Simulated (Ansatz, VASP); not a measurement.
# Cross-check of La (La(10-10)) between VASP and Ansatz

One calculation is typed for both programs; each brings its own data sets and cutoff. How far apart do they land?

Main program and level: Ansatz 0.2.0; plane waves, with VASP 6.6.1 beside it; single point at PBEsol.

### 1. The structure

The cell holds 12 atoms: 12 La. Cell: a = 3.661 Å, b = 5.955 Å, c = 31.910 Å, α = 90.0°, β = 90.0°, γ = 90.0°. It derives from La. As first built, before any earlier steps moved the atoms (in the runner's words): 12 layers of hcp La, cut at this functional's lattice. Vacuum lies along c.

As a file:

```xyz
12
Lattice="3.6611 0.0000 0.0000 0.0000 5.9546 0.0000 0.0000 0.0000 31.9100" Properties=species:S:1:pos:R:3
La    0.0000    0.0000    7.5469
La    1.8306    0.0000   10.6249
La    1.8306    2.9773    8.5909
La    0.0000    0.0000   13.8501
La    0.0000    2.9773   11.6894
La    1.8306    0.0000   17.0207
La    1.8306    2.9773   14.8893
La    0.0000    0.0000   20.2206
La    0.0000    2.9773   18.0599
La    1.8306    0.0000   23.3191
La    1.8306    2.9773   21.2852
La    0.0000    2.9773   24.3631
```

### 2. VASP: single point, PBEsol

With cell and atoms fixed, the geometry can't cause a difference; cores, projectors, grids and the points listed under the comparison can.

Lines of VASP's logs that name or quote its potential files are left out, and so is its time.

Contents of INCAR:

```
SYSTEM = La
PREC = Normal
ENCUT = 320
EDIFF = 1E-06
NELM = 120
ISMEAR = 1
SIGMA = 0.15
LREAL = .FALSE.
ALGO = Fast
GGA = PS
NBANDS = 81
LASPH = .TRUE.
LORBIT = 11
LWAVE = .FALSE.
LCHARG = .TRUE.
KPAR = 4
IDIPOL = 3
LDIPOL = .TRUE.
DIPOL = 0.5 0.5 0.5
LVHAR = .TRUE.
LVACPOTAV = .TRUE.
NEDOS = 1500
```

Contents of POSCAR:

```
La
1.0
    3.6611282867      0.0000000000      0.0000000000
    0.0000000000      5.9545621869      0.0000000000
    0.0000000000      0.0000000000     31.9100272149
La
12
Direct
    0.0000000000      0.0000000000      0.2365059306
    0.5000000000      0.0000000000      0.3329627525
    0.5000000000      0.5000000000      0.2692237121
    0.0000000000      0.0000000000      0.4340370641
    0.0000000000      0.5000000000      0.3663233797
    0.5000000000      0.0000000000      0.5333961386
    0.5000000000      0.5000000000      0.4666038614
    0.0000000000      0.0000000000      0.6336766203
    0.0000000000      0.5000000000      0.5659629359
    0.5000000000      0.0000000000      0.7307762879
    0.5000000000      0.5000000000      0.6670372475
    0.0000000000      0.5000000000      0.7634940694
```

Contents of KPOINTS:

```
Automatic mesh
0
Gamma
8 5 1
0 0 0
```

PAW data sets: La (PBE family, release 64).

Run with:

```sh
mpirun -np 4 vasp_std
```

Numbers of over 12 decimals in the logs are rounded to 6 here.

What it wrote:

```text
[banner, memory and clock lines left out]
running    4 mpi-ranks, on    1 nodes
 distrk:  each k-point on    1 cores,    4 groups
 distr:  one band on    1 cores,    1 groups

 POSCAR found type information on POSCAR La
 POSCAR found :  1 types and      12 ions
|                                                                             |
|               ----> ADVICE to this user running VASP <----                  |
|                                                                             |
|     You enforced a specific xc type in the INCAR file but a different       |
|     [... a line on the potential file left out ...]
|     I HOPE YOU KNOW WHAT YOU ARE DOING!                                     |
|                                                                             |

 LDA part: xc-table for (Slater+PW92), standard interpolation
 POSCAR, INCAR and KPOINTS ok, starting setup
 FFT: planning ... GRIDC
 FFT: planning ... GRID_SOFT
 FFT: planning ... GRID
 WAVECAR not read
 entering main loop
       N       E                     dE             d eps       ncg     rms          rms(c)
DAV:   1     0.191627790377E+04    0.19163E+04   -0.34541E+04  2550   0.140E+03
DAV:   2     0.645474445275E+03   -0.12708E+04   -0.12392E+04  3310   0.433E+02
DAV:   3     0.600626406520E+02   -0.58541E+03   -0.57913E+03  3830   0.317E+02
DAV:   4    -0.454324268494E+02   -0.10550E+03   -0.10231E+03  4352   0.132E+02
DAV:   5    -0.628939391483E+02   -0.17462E+02   -0.16862E+02  4820   0.634E+01    0.113E+01
RMM:   6    -0.726838103975E+02   -0.97899E+01   -0.10098E+02  3884   0.639E+01    0.124E+01
RMM:   7    -0.576384976673E+02    0.15045E+02   -0.33763E+01  3505   0.318E+01    0.659E+00
RMM:   8    -0.577283709497E+02   -0.89873E-01   -0.26416E+01  4316   0.153E+01    0.414E+00
RMM:   9    -0.590123800589E+02   -0.12840E+01   -0.21179E+01  4377   0.945E+00    0.203E+00
RMM:  10    -0.597442494892E+02   -0.73187E+00   -0.11172E+01  4323   0.818E+00    0.158E+00
RMM:  11    -0.603746015102E+02   -0.63035E+00   -0.60655E+00  4329   0.521E+00    0.133E+00
RMM:  12    -0.605013790058E+02   -0.12678E+00   -0.35158E+00  4382   0.377E+00    0.108E+00
RMM:  13    -0.606840526054E+02   -0.18267E+00   -0.21931E+00  4511   0.256E+00    0.108E+00
RMM:  14    -0.606994831595E+02   -0.15431E-01   -0.13832E+00  4335   0.275E+00    0.670E-01
[...]
RMM:  37    -0.612711881185E+02   -0.41094E-02   -0.34287E-02  4545   0.205E-01    0.443E-01
RMM:  38    -0.612730186391E+02   -0.18305E-02   -0.25916E-02  4034   0.188E-01    0.404E-01
RMM:  39    -0.612746407642E+02   -0.16221E-02   -0.26065E-02  4627   0.197E-01    0.354E-01
RMM:  40    -0.612756301629E+02   -0.98940E-03   -0.19996E-02  4678   0.186E-01    0.306E-01
RMM:  41    -0.612774683746E+02   -0.18382E-02   -0.19291E-02  3535   0.146E-01    0.315E-01
RMM:  42    -0.612785911390E+02   -0.11228E-02   -0.15599E-02  4233   0.153E-01    0.291E-01
RMM:  43    -0.612787950316E+02   -0.20389E-03   -0.16722E-02  4847   0.196E-01    0.208E-01
RMM:  44    -0.612797565112E+02   -0.96148E-03   -0.11808E-02  4533   0.138E-01    0.210E-01
WARNING in EDDRMM: call to ZHEGV failed, returncode =   8  4     49
RMM:  45    -0.612808759662E+02   -0.11195E-02   -0.11498E-02  3527   0.117E-01    0.247E-01
RMM:  46    -0.612817950522E+02   -0.91909E-03   -0.87680E-03  3818   0.119E-01    0.298E-01
RMM:  47    -0.612826617632E+02   -0.86671E-03   -0.87862E-03  2961   0.102E-01    0.312E-01
RMM:  48    -0.612833270187E+02   -0.66526E-03   -0.68244E-03  2815   0.971E-02    0.321E-01
RMM:  49    -0.612839087341E+02   -0.58172E-03   -0.69323E-03  2955   0.922E-02    0.305E-01
RMM:  50    -0.612844262304E+02   -0.51750E-03   -0.53227E-03  2760   0.830E-02    0.311E-01
RMM:  51    -0.612847963549E+02   -0.37012E-03   -0.54132E-03  3029   0.825E-02    0.306E-01
RMM:  52    -0.612852042348E+02   -0.40788E-03   -0.41825E-03  2851   0.774E-02    0.310E-01
RMM:  53    -0.612856053907E+02   -0.40116E-03   -0.48335E-03  4783   0.106E-01    0.262E-01
RMM:  54    -0.612860315261E+02   -0.42614E-03   -0.38343E-03  4431   0.952E-02    0.209E-01
RMM:  55    -0.612864173263E+02   -0.38580E-03   -0.35706E-03  3782   0.810E-02    0.181E-01
RMM:  56    -0.612867607194E+02   -0.34339E-03   -0.30525E-03  4478   0.851E-02    0.144E-01
RMM:  57    -0.612870172913E+02   -0.25657E-03   -0.26376E-03  3074   0.638E-02    0.144E-01
RMM:  58    -0.612872321493E+02   -0.21486E-03   -0.22710E-03  2861   0.619E-02    0.151E-01
RMM:  59    -0.612874236066E+02   -0.19146E-03   -0.20019E-03  2832   0.569E-02    0.148E-01
RMM:  60    -0.612875919796E+02   -0.16837E-03   -0.17761E-03  3886   0.599E-02    0.140E-01
RMM:  61    -0.612877856533E+02   -0.19367E-03   -0.17227E-03  4540   0.679E-02    0.135E-01
RMM:  62    -0.612879548855E+02   -0.16923E-03   -0.14643E-03  3530   0.565E-02    0.113E-01
RMM:  63    -0.612880834258E+02   -0.12854E-03   -0.13064E-03  2872   0.507E-02    0.108E-01
RMM:  64    -0.612881893877E+02   -0.10596E-03   -0.11176E-03  2702   0.448E-02    0.112E-01
RMM:  65    -0.612882906456E+02   -0.10126E-03   -0.10301E-03  2688   0.424E-02    0.115E-01
WARNING in EDDRMM: call to ZHEGV failed, returncode =   6  3     57
RMM:  66    -0.612883426663E+02   -0.52021E-04   -0.86629E-04  3134   0.471E-02    0.143E-01
RMM:  67    -0.612884301900E+02   -0.87524E-04   -0.85507E-04  3580   0.432E-02    0.121E-01
WARNING in EDDRMM: call to ZHEGV failed, returncode =   8  4     12
RMM:  68    -0.612885437451E+02   -0.11356E-03   -0.83762E-04  4061   0.528E-02    0.922E-02
RMM:  69    -0.612886139340E+02   -0.70189E-04   -0.65516E-04  3224   0.366E-02    0.843E-02
RMM:  70    -0.612886728617E+02   -0.58928E-04   -0.60471E-04  2780   0.367E-02    0.808E-02
RMM:  71    -0.612887245321E+02   -0.51670E-04   -0.51503E-04  2663   0.319E-02    0.815E-02
RMM:  72    -0.612887731151E+02   -0.48583E-04   -0.48756E-04  3041   0.364E-02    0.699E-02
WARNING in EDDRMM: call to ZHEGV failed, returncode =   8  4      7
RMM:  73    -0.612888290390E+02   -0.55924E-04   -0.49451E-04  4403   0.469E-02    0.427E-02
RMM:  74    -0.612888818005E+02   -0.52761E-04   -0.42496E-04  3234   0.390E-02    0.206E-02
RMM:  75    -0.612889194458E+02   -0.37645E-04   -0.38514E-04  3384   0.390E-02    0.557E-03
RMM:  76    -0.612889480773E+02   -0.28632E-04   -0.34523E-04  3523   0.350E-02    0.263E-03
RMM:  77    -0.612889768155E+02   -0.28738E-04   -0.29433E-04  2886   0.294E-02    0.530E-03
RMM:  78    -0.612890002243E+02   -0.23409E-04   -0.25830E-04  2654   0.285E-02    0.300E-03
RMM:  79    -0.612890210723E+02   -0.20848E-04   -0.22922E-04  2642   0.246E-02    0.337E-03
RMM:  80    -0.612890399373E+02   -0.18865E-04   -0.20393E-04  2615   0.236E-02    0.335E-03
RMM:  81    -0.612890579202E+02   -0.17983E-04   -0.18828E-04  2610   0.227E-02    0.321E-03
RMM:  82    -0.612890725849E+02   -0.14665E-04   -0.16162E-04  2604   0.229E-02    0.306E-03
RMM:  83    -0.612890856247E+02   -0.13040E-04   -0.14794E-04  2586   0.208E-02    0.272E-03
RMM:  84    -0.612890977835E+02   -0.12159E-04   -0.13275E-04  2581   0.209E-02    0.224E-03
RMM:  85    -0.612891088052E+02   -0.11022E-04   -0.12152E-04  2527   0.205E-02    0.234E-03
WARNING in EDDRMM: call to ZHEGV failed, returncode =   8  4     50
RMM:  86    -0.612891183350E+02   -0.95298E-05   -0.10677E-04  2550   0.207E-02    0.314E-03
RMM:  87    -0.612891269571E+02   -0.86222E-05   -0.98401E-05  2504   0.204E-02    0.392E-03
RMM:  88    -0.612891347664E+02   -0.78093E-05   -0.87259E-05  2477   0.213E-02    0.424E-03
RMM:  89    -0.612891421562E+02   -0.73898E-05   -0.83865E-05  2474   0.213E-02    0.511E-03
RMM:  90    -0.612891482956E+02   -0.61394E-05   -0.70229E-05  2447   0.216E-02    0.564E-03
WARNING in EDDRMM: call to ZHEGV failed, returncode =   6  3     57
RMM:  91    -0.612891530907E+02   -0.47951E-05   -0.66900E-05  2392   0.223E-02    0.967E-03
RMM:  92    -0.612891584189E+02   -0.53282E-05   -0.58748E-05  2401   0.235E-02    0.947E-03
RMM:  93    -0.612891637072E+02   -0.52882E-05   -0.56580E-05  2383   0.222E-02    0.893E-03
RMM:  94    -0.612891681332E+02   -0.44260E-05   -0.48319E-05  2360   0.212E-02    0.851E-03
RMM:  95    -0.612891722632E+02   -0.41301E-05   -0.46294E-05  2318   0.187E-02    0.847E-03
RMM:  96    -0.612891756829E+02   -0.34196E-05   -0.40194E-05  2303   0.176E-02    0.868E-03
RMM:  97    -0.612891790688E+02   -0.33859E-05   -0.38683E-05  2288   0.160E-02    0.897E-03
RMM:  98    -0.612891818804E+02   -0.28117E-05   -0.33347E-05  2226   0.143E-02    0.895E-03
RMM:  99    -0.612891846181E+02   -0.27377E-05   -0.32267E-05  2222   0.132E-02    0.921E-03
RMM: 100    -0.612891870292E+02   -0.24110E-05   -0.28961E-05  2190   0.127E-02    0.944E-03
RMM: 101    -0.612891894479E+02   -0.24188E-05   -0.26485E-05  2216   0.124E-02    0.742E-03
WARNING in EDDRMM: call to ZHEGV failed, returncode =   8  4     50
RMM: 102    -0.612891915528E+02   -0.21049E-05   -0.25639E-05  2161   0.123E-02    0.761E-03
RMM: 103    -0.612891933428E+02   -0.17900E-05   -0.22173E-05  2111   0.115E-02    0.779E-03
RMM: 104    -0.612891950155E+02   -0.16727E-05   -0.20975E-05  2105   0.120E-02    0.812E-03
RMM: 105    -0.612891965708E+02   -0.15553E-05   -0.19373E-05  2070   0.118E-02    0.829E-03
WARNING in EDDRMM: call to ZHEGV failed, returncode =   6  3     64
RMM: 106    -0.612891979789E+02   -0.14081E-05   -0.18716E-05  2044   0.120E-02    0.871E-03
RMM: 107    -0.612891992099E+02   -0.12310E-05   -0.16248E-05  1760   0.115E-02    0.897E-03
RMM: 108    -0.612892003332E+02   -0.11232E-05   -0.15204E-05  1774   0.121E-02    0.927E-03
RMM: 109    -0.612892014248E+02   -0.10916E-05   -0.13708E-05  1676   0.121E-02    0.927E-03
RMM: 110    -0.612892023735E+02   -0.94872E-06   -0.12868E-05  1709   0.131E-02    0.951E-03
RMM: 111    -0.612892035309E+02   -0.11574E-05   -0.12187E-05  2048   0.147E-02    0.919E-03
RMM: 112    -0.612892044500E+02   -0.91909E-06   -0.11834E-05  2042   0.169E-02    0.933E-03
RMM: 113    -0.612892052413E+02   -0.79125E-06   -0.11316E-05  1930   0.151E-02    0.939E-03
RMM: 114    -0.612892059271E+02   -0.68583E-06   -0.99680E-06  1990   0.154E-02
|                                                                             |
|           W    W    AA    RRRRR   N    N  II  N    N   GGGG   !!!           |
|           W    W   A  A   R    R  NN   N  II  NN   N  G    G  !!!           |
|           W    W  A    A  R    R  N N  N  II  N N  N  G       !!!           |
|           W WW W  AAAAAA  RRRRR   N  N N  II  N  N N  G  GGG   !            |
|           WW  WW  A    A  R   R   N   NN  II  N   NN  G    G                |
|           W    W  A    A  R    R  N    N  II  N    N   GGGG   !!!           |
|                                                                             |
|     Did not find any points to average over, which means that no vacuum     |
|     field-free region was found. Please increase the size of  your cell     |
|     in the dimension of the dipole correction to obtain accurate            |
|     workfunction values.                                                    |
|                                                                             |

   1 F= -.61289206E+02 E0= -.61282129E+02  d E =-.212306E-01
```

From OUTCAR (step 2):

```text
ion  position               nearest neighbor table
   1  0.000  0.000  0.237-   2 3.58   2 3.58   3 3.65   3 3.65   3 3.65   3 3.65
   2  0.500  0.000  0.333-   1 3.58   1 3.58   3 3.61   3 3.61   5 3.65   5 3.65   5 3.65   5 3.65

  LATTYP: Found a simple orthorhombic cell.
 ALAT       =     3.6611282867
 B/A-ratio  =     1.6264281720
 C/A-ratio  =     8.7158997763

 Subroutine GETGRP returns: Found  8 space group operations
 (whereof  4 operations were pure point group operations)

The static configuration has the point symmetry C_2v.
 The point group associated with its full space group is D_2h.

 Found     15 irreducible k-points:

   k-points           NKPTS =     15   k-points in BZ     NKDIM =     15   number of bands    NBANDS=     81

   dimension x,y,z NGX =    16 NGY =   28 NGZ =  140
   dimension x,y,z NGXF=    32 NGYF=   56 NGZF=  280

   ENCUT  =  320.0 eV  23.52 Ry    4.85 a.u.   5.34  8.69 46.54*2*pi/ulx,y,z

   NELECT =     132.0000    total number of electrons

 k-points in reciprocal lattice and weights: Automatic mesh
   0.00000000  0.00000000  0.00000000       0.025
   0.12500000  0.00000000  0.00000000       0.050
   0.25000000  0.00000000  0.00000000       0.050
   0.37500000  0.00000000  0.00000000       0.050
   0.50000000  0.00000000  0.00000000       0.025
   0.00000000  0.20000000  0.00000000       0.050
   0.12500000  0.20000000  0.00000000       0.100
   0.25000000  0.20000000  0.00000000       0.100
   0.37500000  0.20000000  0.00000000       0.100
[...]
0.37500000  0.40000000  0.00000000       0.100
   0.50000000  0.40000000  0.00000000       0.050

 dipolmoment           0.000000      0.000000      0.000000 electrons x Angstroem

 average (electrostatic) potential at core
       1-100.6380       2 -99.9884       3-100.2052       4-100.1077       5-100.0540
       6-100.0790       7-100.0790       8-100.0540       9-100.1077      10-100.2052
      11 -99.9884      12-100.6380

 E-fermi :   3.8521

 k-point     1 :       0.0000    0.0000    0.0000
  band No.  band energies     occupation
    ...
     59       2.6645      2.00000
     60       2.6876      2.00000
     61       2.7379      2.00000
     62       3.0522      2.00000
     63       3.5894      2.03272
     64       4.0418     -0.07045
     65       4.1549     -0.01507
     66       4.2760     -0.00048
     67       4.3005     -0.00020
     68       4.3249     -0.00008
    ...

 k-point     2 :       0.1250    0.0000    0.0000
  band No.  band energies     occupation
    ...
     60       2.9967      2.00000
     61       3.0156      2.00000
     62       3.0719      2.00000
     63       3.4804      2.00255
     64       3.7929      1.61375
     65       3.9242      0.28159
     66       4.0849     -0.05057
     67       4.1294     -0.02530
     68       4.1640     -0.01229
     69       4.2738     -0.00052
    ...

 k-point     3 :       0.2500    0.0000    0.0000
  band No.  band energies     occupation
    ...
     62       3.5873      2.03157
     63       3.5911      2.03369
     64       3.7755      1.75182
     65       3.8036      1.51746
     66       3.8480      1.04690
     67       3.9252      0.27374
     68       4.0050     -0.05403
     69       4.0676     -0.06071
     70       4.2472     -0.00125
     71       4.3439     -0.00004
    ...

  Total       -1.3855079     -2.5464310     -0.8877560      0.0000000      0.0000000      0.0000000
  in kB       -3.1910062     -5.8647639     -2.0446183      0.0000000      0.0000000      0.0000000
  external PRESSURE =      -3.7001294 kB  Pullay stress =       0.0000000 kB

  energy-cutoff  :      320.00
  volume of cell :      695.65
      direct lattice vectors                 reciprocal lattice vectors
     3.661128287  0.000000000  0.000000000     0.273139842  0.000000000  0.000000000
     0.000000000  5.954562187  0.000000000     0.000000000  0.167938459  0.000000000
     0.000000000  0.000000000 31.910027215     0.000000000  0.000000000  0.031338112

 POSITION                                       TOTAL-FORCE (eV/Angst)
 -----------------------------------------------------------------------------------
      0.00000      0.00000      7.54691         0.000000      0.000000      0.013184
      1.83056      0.00000     10.62485         0.000000      0.000000      0.014442
      1.83056      2.97728      8.59094         0.000000      0.000000      0.021306
      0.00000      0.00000     13.85013         0.000000      0.000000     -0.003638
      0.00000      2.97728     11.68939         0.000000      0.000000     -0.000436
      1.83056      0.00000     17.02069         0.000000      0.000000      0.029130
      1.83056      2.97728     14.88934         0.000000      0.000000     -0.029130
      0.00000      0.00000     20.22064         0.000000      0.000000      0.000436
      0.00000      2.97728     18.05989         0.000000      0.000000      0.003638
      1.83056      0.00000     23.31909         0.000000      0.000000     -0.021306
      1.83056      2.97728     21.28518         0.000000      0.000000     -0.014442
      0.00000      2.97728     24.36312         0.000000      0.000000     -0.013184
 -----------------------------------------------------------------------------------
    total drift:                                0.000000     -0.000000      0.000000

  FREE ENERGIE OF THE ION-ELECTRON SYSTEM (eV)
  ---------------------------------------------------
  free  energy   TOTEN  =       -61.2892059271 eV

  energy  without entropy=      -61.2679753731  energy(sigma->0) =      -61.28212908

 vacuum level on the upper side and lower side of the slab         6.939         6.939

 total charge
# of ion       s       p       d       f       tot
--------------------------------------------------
    1        2.100   5.528   0.898   0.084   8.609
    2        2.102   5.523   0.951   0.095   8.670
    3        2.098   5.528   0.926   0.088   8.640
    4        2.101   5.529   0.926   0.094   8.649
    5        2.105   5.527   0.923   0.099   8.654
    6        2.101   5.524   0.944   0.090   8.660
    7        2.101   5.524   0.944   0.090   8.660
    8        2.105   5.527   0.923   0.099   8.654
    9        2.101   5.529   0.926   0.094   8.649
   10        2.098   5.528   0.926   0.088   8.640
   11        2.102   5.523   0.951   0.095   8.670
   12        2.100   5.528   0.898   0.084   8.609
--------------------------------------------------
tot         25.215  66.315  11.135   1.101 103.766

[... 3 further parts left out ...]
```

(Part 1 of 2 ends here.)

[Lines on the potential files, build, host, timing and source positions are cut from VASP's logs without a mark.]

[Logs are printed without paths, hosts, clocks, repeated set-up lines and the standing remarks that a program may print on its own settings, such as how far it seeks lower states.]

[Hosts, paths, dates, database ids (printed as entryN), source tags and the programs' standing remarks are cut or masked in the printed files.]
